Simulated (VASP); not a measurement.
Given:

```xyz
1
Lattice="0.0000 1.8536 1.8536 1.8536 0.0000 1.8536 1.8536 1.8536 0.0000" Properties=species:S:1:pos:R:3 pbc="T T T"
Rh     1.8536     0.0000     1.8536
```

The numbers are results of SCAN meta-GGA, VASP's PBE PAW potentials (set 64) (plane waves; VASP), not measurements. Numerical set-up: 520 eV cut-off, 16×16×16 Γ-centred mesh, first-order Methfessel-Paxton smearing of 0.10 eV, potentials Rh_pv.

Q: Predict the energy per atom (σ→0), pressure, band gap (on the k-mesh) with the smallest direct gap where there is one.

A: 
```yaml
band gap (on the k-mesh): none (metal, semimetal or under 0.01 eV)
energy per atom (σ→0): -33.702 eV/atom
pressure: 21.79 GPa
```

The compound is Rh in the fcc structure. This cell is one point of a volume scan, at 0.94 of the reference volume.
